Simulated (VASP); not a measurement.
Here is the system:

```xyz
9
Lattice="4.5299 0.0000 0.0000 -2.2650 3.9230 0.0000 0.0000 0.0000 6.3199" Properties=species:S:1:pos:R:3 pbc="T T T"
V      3.3974     1.9615     2.1066
V      0.0000     3.9230     0.0000
V      1.1325     1.9615     4.2133
Si     2.2650     2.6466     0.0000
Si    -1.1595     3.2848     4.2133
Si     1.1054     0.6382     2.1066
Si     0.0000     1.2764     0.0000
Si     3.4245     0.6382     4.2133
Si     1.1595     3.2848     2.1066
```

Method: r2SCAN meta-GGA, VASP's PBE PAW potentials (set 64) (plane waves; VASP). Numerical set-up: 400 eV cut-off, 9×9×6 Γ-centred mesh, tetrahedra with Blöchl corrections, potentials V_sv Si.

The cores are frozen, which limits the accuracy of field gradients. The run has a spin-polarised start.

Question: Give the principal components of the electric field gradient (V/Å²) and the asymmetry η at each nucleus.

Answer: 
```csv
atom,Vxx,Vyy,Vzz,η
V1,14.5,9.6,-24.1,0.20
V2,14.5,9.6,-24.1,0.20
V3,14.5,9.6,-24.1,0.20
Si4,12.9,7.1,-20.0,0.29
Si5,12.9,7.1,-20.0,0.29
Si6,12.9,7.1,-20.0,0.29
Si7,12.9,7.1,-20.0,0.29
Si8,12.9,7.1,-20.0,0.29
Si9,12.9,7.1,-20.0,0.29
```

The structure comes from a computed database's VSi2 entry (P6_422); how it stands against other phases isn't given here. It was relaxed first.
